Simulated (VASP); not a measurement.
These are optB86b-vdW, VASP's PBE PAW potentials (set 64) (plane waves; VASP) values and carry that method's errors.

VASP input:

### INCAR
```
EDIFF = 1E-7
LUSE_VDW = .TRUE.
ALGO = Normal
SYSTEM = ZnS
ISMEAR = 0
PARAM1 = 0.1234
LASPH = .TRUE.
NELM = 100   # most electronic steps
LCHARG = .FALSE.
LWAVE = .FALSE.
SIGMA = 0.05   # width (eV)
ISIF = 2
LREAL = .FALSE.   # projection in real space or not
ENCUT = 520
PARAM2 = 1.0
AGGAC = 0.0
GGA = MK
PREC = Accurate
LMAXMIX = 4   # l cut-off of mixed one-centre charges
```

### KPOINTS
```
Automatic
0
G
  8 8 8
```

File POSCAR:
```
ZnS
1
    0.0000000000     2.6474213569     2.6474213569
    2.6474213569     0.0000000000     2.6474213569
    2.6474213569     2.6474213569     0.0000000000
Zn S
1 1
Direct
  0.0000000000   0.0000000000   0.0000000000
  0.2500000000   0.2500000000   0.2500000000
```

POTCAR, in this order: Zn S (PBE.64 set). Program: vasp_std.

Output

OSZICAR:
```
       N       E                     dE             d eps       ncg     rms          rms(c)
DAV:   1     0.934814990345E+02    0.93481E+02   -0.91992E+03   762   0.169E+03
DAV:   2     0.322679066274E+01   -0.90255E+02   -0.86131E+02   824   0.287E+02
DAV:   3    -0.268535773172E+01   -0.59121E+01   -0.58871E+01   914   0.748E+01
DAV:   4    -0.276120699160E+01   -0.75849E-01   -0.75820E-01   869   0.887E+00
DAV:   5    -0.276236988321E+01   -0.11629E-02   -0.11629E-02   869   0.109E+00    0.788E+00
DAV:   6    -0.236651225072E+01    0.39586E+00   -0.95399E-01  1100   0.374E+01    0.598E+00
DAV:   7    -0.235137160563E+01    0.15141E-01   -0.35331E-01   784   0.602E+00    0.301E+00
DAV:   8    -0.235038221143E+01    0.98939E-03   -0.52252E-03   879   0.892E-01    0.879E-01
DAV:   9    -0.235038736580E+01   -0.51544E-05   -0.11558E-03   809   0.349E-01    0.988E-02
DAV:  10    -0.235046172965E+01   -0.74364E-04   -0.83375E-05   834   0.941E-02    0.303E-02
DAV:  11    -0.235047969824E+01   -0.17969E-04   -0.21404E-05   784   0.592E-02    0.514E-03
DAV:  12    -0.235047996955E+01   -0.27131E-06   -0.18023E-06   954   0.195E-02    0.312E-03
DAV:  13    -0.235048008776E+01   -0.11821E-06   -0.33179E-07   779   0.563E-03    0.842E-04
DAV:  14    -0.235048005509E+01    0.32665E-07   -0.20757E-08   477   0.199E-03
   1 F= -.23504801E+01 E0= -.23504801E+01  d E =-.278480E-14
```

**OUTCAR**
```
------------------------ aborting loop because EDIFF is reached ----------------------------------------
  FORCE on cell =-STRESS in cart. coord.  units (eV):
  Direction    XX          YY          ZZ          XY          YZ          ZX
  --------------------------------------------------------------------------------------
  Total        1.2326609      1.2326609      1.2326609      0.0000000      0.0000000      0.0000000
  in kB       53.2175635     53.2175635     53.2175635      0.0000000      0.0000000      0.0000000
  external PRESSURE =      53.2175635 kB  Pullay stress =       0.0000000 kB
  volume of cell :       37.11
      direct lattice vectors                 reciprocal lattice vectors
     0.000000000  2.647421357  2.647421357    -0.188863023  0.188863023  0.188863023
     2.647421357  0.000000000  2.647421357     0.188863023 -0.188863023  0.188863023
     2.647421357  2.647421357  0.000000000     0.188863023  0.188863023 -0.188863023
  FREE ENERGIE OF THE ION-ELECTRON SYSTEM (eV)
  ---------------------------------------------------
  free  energy   TOTEN  =        -2.3504800551 eV

  energy  without entropy=       -2.3504800551  energy(sigma->0) =       -2.35048006
```
(Selected blocks of OUTCAR.)

The compound is ZnS in the zinc blende structure. This cell is one point of a volume scan, at 0.94 of the reference volume.
